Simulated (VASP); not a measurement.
Data:

```yaml
crystal:
  lattice:
    - [0.00000, 3.32878, 3.32878]
    - [3.32878, 0.00000, 3.32878]
    - [3.32878, 3.32878, 0.00000]
  atoms:
    - { symbol: Mg, position: [0.25000, 0.25000, 0.25000] }
    - { symbol: Mg, position: [0.75000, 0.75000, 0.75000] }
    - { symbol: Sn, position: [0.00000, 0.00000, 0.00000] }
```

These are PBE GGA, VASP's PBE PAW potentials (set 64) (plane waves; VASP) values and carry that method's errors. Settings: 300 eV cut-off, 6×6×6 Γ-centred mesh, Gaussian smearing of 0.27 eV, potentials Mg Sn_d.

At this cut-off the stress carries a Pulay error, which pulls relaxed volumes low. Unless said otherwise, spin-orbit coupling is left out, though it shifts the bands of the heavy elements here.

**Question.** Predict the energy per atom (σ→0), pressure, band gap (on the k-mesh) with the smallest direct gap where there is one.

**Answer.** 
```json
{
  "band gap (on the k-mesh)": "none (metal, semimetal or under 0.01 eV)",
  "energy per atom (σ→0)": "-2452 meV/atom",
  "pressure": "3.07 GPa"
}
```

The structure comes from a computed database's Mg2Sn entry; how it stands against other phases isn't given here. The cell was not relaxed at this level.
